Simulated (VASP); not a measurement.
A convergence study with VASP on TaS₂ (space group P-3m1): one setting is varied, all else stays as given below, so the limit is that of these other settings.

```
TaS2
1.0
    3.38286     0.00000     0.00000
   -1.69143     2.92964     0.00000
    0.00000     0.00000     6.16798
Ta S
1 2
Direct
  0.00000   0.00000   0.00000
  0.66667   0.33333   0.75428
  0.33333   0.66667   0.24572
```

Computed with PBE GGA, VASP's PBE PAW potentials (set 64) (plane waves; VASP 6.6.1). The tightest run used: 550 eV cut-off, 16×16×8 Monkhorst-Pack mesh, first-order Methfessel-Paxton smearing of 0.10 eV, potentials Ta_pv S.

```
setting     E (eV/atom)  pressure (GPa)  irreducible k-points
----------  -----------  --------------  --------------------
1×1×1 mesh      -4.0243           32.02                     1
2×2×1 mesh      -7.8434            0.19                     2
3×3×2 mesh      -7.6893            1.89                     4
4×4×2 mesh      -7.7052            1.11                    10
5×5×2 mesh      -7.7255            1.46                     7
6×6×3 mesh      -7.7177            1.29                    33
7×7×4 mesh      -7.7055            1.26                    24
```

Q: These are the cheaper rows. Estimate the results at 16×16×8 mesh, and how far the last row shown lies from them.

A: 
| quantity | tightest run | last row shown is off by |
|---|---|---|
| E (eV/atom) | -7.7160 | 0.0105 |
| pressure (GPa) | 1.27 | -0.01 |

Left out are rungs that failed or repeat a setting and relaxations that didn't move; long series are thinned to 24 rows.

The structure comes from a computed database's TaS2 entry (P-3m1); how it stands against other phases isn't given here. The cell was not relaxed at this level. The electron count is odd and the run is not spin-polarised, which forces a metal.
